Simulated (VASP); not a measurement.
Given:

```yaml
crystal:
  lattice:
    - [3.25303, 0.00000, 0.00000]
    - [-1.62651, 2.81720, 0.00000]
    - [0.00000, 0.00000, 12.74465]
  atoms:
    - { symbol: Mo, position: [0.66667, 0.33333, 0.75000] }
    - { symbol: Mo, position: [0.33333, 0.66667, 0.25000] }
    - { symbol: Se, position: [0.66667, 0.33333, 0.38024] }
    - { symbol: Se, position: [0.33333, 0.66667, 0.88024] }
    - { symbol: Se, position: [0.33333, 0.66667, 0.61976] }
    - { symbol: Se, position: [0.66667, 0.33333, 0.11976] }
```

Method: LDA (Ceperley-Alder, Perdew-Zunger), VASP's LDA PAW potentials (set 64) (plane waves; VASP 6.6.1). Run with 480 eV cut-off, 8×8×2 Γ-centred mesh, Gaussian smearing of 0.050 eV, potentials Mo_sv Se.

Task: Estimate the energy per atom (σ→0).

Result: 
```json
{
 "energy per atom (σ→0)": "-7.545 eV/atom"
}
```

Only differences to runs with the same potentials and settings are physical.

The compound is MoSe2 in the 2H layered structure. It was relaxed first. The start is the result of an earlier pass.
